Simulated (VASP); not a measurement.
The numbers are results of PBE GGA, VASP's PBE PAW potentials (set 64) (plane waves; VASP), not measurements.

The input files of a VASP run:

### KPOINTS
```
Automatic mesh
0
Gamma
9 9 9
0 0 0
```

### INCAR
```
! general
SYSTEM  = GaN
PREC    = Accurate
ENCUT   = 800
LREAL   = .False.
LASPH   = .True.

! electronic loop
EDIFF   = 1E-6   ! SCF stop (eV)
NELM    = 100
ALGO    = Normal   ! blocked Davidson
LMAXMIX = 4

! smearing
ISMEAR  = 0   ! Gaussian
SIGMA   = 0.05   ! width (eV)

! functional
GGA     = PE   ! PBE

! ions
ISIF    = 2   ! forces and stress, cell fixed

! output
LWAVE   = .False.
LCHARG  = .False.
```

### POSCAR
```
GaN
1
    0.0000000000     2.3052000000     2.3052000000
    2.3052000000     0.0000000000     2.3052000000
    2.3052000000     2.3052000000     0.0000000000
Ga N
1 1
Direct
  0.0000000000   0.0000000000   0.0000000000
  0.2500000000   0.2500000000   0.2500000000
```

POTCAR, in this order: Ga_d N (PBE.64 set). Program: vasp_std.

Output

### OSZICAR
```
       N       E                     dE             d eps       ncg     rms          rms(c)
DAV:   1     0.105737611514E+03    0.10574E+03   -0.12203E+04   974   0.313E+03
DAV:   2    -0.390895205026E+01   -0.10965E+03   -0.10280E+03  1000   0.431E+02
DAV:   3    -0.138324370402E+02   -0.99235E+01   -0.98210E+01  1060   0.116E+02
DAV:   4    -0.140395030114E+02   -0.20707E+00   -0.20664E+00  1028   0.179E+01
DAV:   5    -0.140438492733E+02   -0.43463E-02   -0.43459E-02  1018   0.229E+00    0.748E+00
DAV:   6    -0.121443267780E+02    0.18995E+01   -0.60758E+00  1410   0.482E+01    0.269E+00
DAV:   7    -0.121490115952E+02   -0.46848E-02   -0.34164E-01   920   0.858E+00    0.172E+00
DAV:   8    -0.121468269752E+02    0.21846E-02   -0.87526E-02  1063   0.467E+00    0.850E-01
DAV:   9    -0.121410312292E+02    0.57957E-02   -0.20968E-02  1395   0.357E+00    0.237E-01
DAV:  10    -0.121414560812E+02   -0.42485E-03   -0.14543E-03   935   0.579E-01    0.106E-01
DAV:  11    -0.121414040573E+02    0.52024E-04   -0.21335E-04  1372   0.331E-01    0.716E-03
DAV:  12    -0.121414081041E+02   -0.40468E-05   -0.23213E-05  1064   0.731E-02    0.156E-03
DAV:  13    -0.121414081991E+02   -0.94937E-07   -0.14600E-06   866   0.133E-02
   1 F= -.12141408E+02 E0= -.12141408E+02  d E =-.128064E-13
```

File OUTCAR:
```
------------------------ aborting loop because EDIFF is reached ----------------------------------------
  FORCE on cell =-STRESS in cart. coord.  units (eV):
  Direction    XX          YY          ZZ          XY          YZ          ZX
  --------------------------------------------------------------------------------------
  Total       -0.9528493     -0.9528493     -0.9528493     -0.0000000     -0.0000000     -0.0000000
  in kB      -62.3130416    -62.3130416    -62.3130416     -0.0000000     -0.0000000     -0.0000000
  external PRESSURE =     -62.3130416 kB  Pullay stress =       0.0000000 kB
  volume of cell :       24.50
      direct lattice vectors                 reciprocal lattice vectors
     0.000000000  2.305200000  2.305200000    -0.216900920  0.216900920  0.216900920
     2.305200000  0.000000000  2.305200000     0.216900920 -0.216900920  0.216900920
     2.305200000  2.305200000  0.000000000     0.216900920  0.216900920 -0.216900920
  FREE ENERGIE OF THE ION-ELECTRON SYSTEM (eV)
  ---------------------------------------------------
  free  energy   TOTEN  =       -12.1414081991 eV

  energy  without entropy=      -12.1414081991  energy(sigma->0) =      -12.14140820
```
(Selected blocks of OUTCAR.)

The compound is GaN in the zinc blende structure, a metastable form; wurtzite is the usual one. The cell was not relaxed at this level. The run is one of a series of settings (ENCUT = 800 against the base run), some of them coarse on purpose.
